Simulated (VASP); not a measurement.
An input for Quantum ESPRESSO's pw.x (written as the equivalent of a VASP run, and not itself run):

```
&CONTROL
  calculation = 'vc-relax'
  pseudo_dir = './pseudo'
  outdir = './out'
  tprnfor = .true.
  tstress = .true.
  nstep = 60
  forc_conv_thr = 0.00039
/
&SYSTEM
  ibrav = 0
  nat = 2
  ntyp = 2
  ecutwfc = 72
  occupations = 'smearing'
  smearing = 'gaussian'
  degauss = 0.003675
  input_dft = 'pbesol'
/
&ELECTRONS
  conv_thr = 7.3e-08
  electron_maxstep = 100
/
&IONS
/
&CELL
/
ATOMIC_SPECIES
  Rb 85.468 Rb.upf
  H 1.008 H.upf
CELL_PARAMETERS angstrom
     0.0000000    3.0040800    3.0040800
     3.0040800    0.0000000    3.0040800
     3.0040800    3.0040800    0.0000000
ATOMIC_POSITIONS crystal
  Rb   0.5000000  0.5000000  0.5000000
  H    0.0000000  0.0000000  0.0000000
K_POINTS automatic
  7 7 7 0 0 0
```

**Question.** Translate this input to VASP (INCAR, KPOINTS, POSCAR, choice of POTCAR).

**Answer.** One answer among several that fit: 
INCAR:
```
! general
SYSTEM  = RbH
PREC    = Accurate
ENCUT   = 400
LREAL   = .False.
LASPH   = .True.

! electronic loop
EDIFF   = 1E-6
NELM    = 100   ! most electronic steps
ALGO    = Normal
LMAXMIX = 4

! smearing
ISMEAR  = 0   ! Gaussian
SIGMA   = 0.05   ! width (eV)

! functional
GGA     = PS   ! PBEsol

! ions
IBRION  = 2
NSW     = 60
ISIF    = 3
EDIFFG  = -0.01   ! ionic stop

! output
LWAVE   = .False.
LCHARG  = .False.
```

### POSCAR
```
RbH
1
    0.0000000000     3.0040800000     3.0040800000
    3.0040800000     0.0000000000     3.0040800000
    3.0040800000     3.0040800000     0.0000000000
Rb H
1 1
Direct
  0.5000000000   0.5000000000   0.5000000000
  0.0000000000   0.0000000000   0.0000000000
```

### KPOINTS
```
Automatic mesh
0
Gamma
7 7 7
0 0 0
```

POTCAR, in this order: Rb_sv H (PBE.64 set). Program: vasp_std.

What does not carry over: the potentials are each code's own (VASP's PAW set, PseudoDojo norm-conserving files in pw.x), so ENCUT and ecutwfc are chosen apart and not converted; conv_thr bounds pw.x's estimated SCF error, while EDIFF bounds the energy change between steps; forc_conv_thr acts on force components and is met together with etot_conv_thr.

The structure comes from a computed database's RbH entry (Fm-3m); how it stands against other phases isn't given here. This run relaxes it. Symmetry was kept, so distortions that lower it aren't found.
